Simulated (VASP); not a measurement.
Here is the system:

```
CELL_PARAMETERS angstrom
      0.00000     3.03880     3.03880
      3.03880     0.00000     3.03880
      3.03880     3.03880     0.00000
ATOMIC_POSITIONS crystal
  Cd 0.00000 0.00000 0.00000
  Te 0.50000 0.50000 0.50000
```

These are r2SCAN meta-GGA, VASP's PBE PAW potentials (set 64) (plane waves; VASP 6.6.1) values and carry that method's errors. Run with 400 eV cut-off, 12×12×12 Γ-centred mesh, tetrahedra with Blöchl corrections, potentials Cd Te.

Unless said otherwise, spin-orbit coupling is left out, though it shifts the bands of the heavy elements here.

**Question.** Predict the energy per atom (σ→0), band gap (over mesh and band path) with the smallest direct gap where there is one.

**Answer.** 
band gap (over mesh and band path): none (metal, semimetal or under 0.01 eV)
energy per atom (σ→0): -23.150 eV/atom

The structure comes from a computed database's CdTe entry (Fm-3m); how it stands against other phases isn't given here. It was relaxed first.
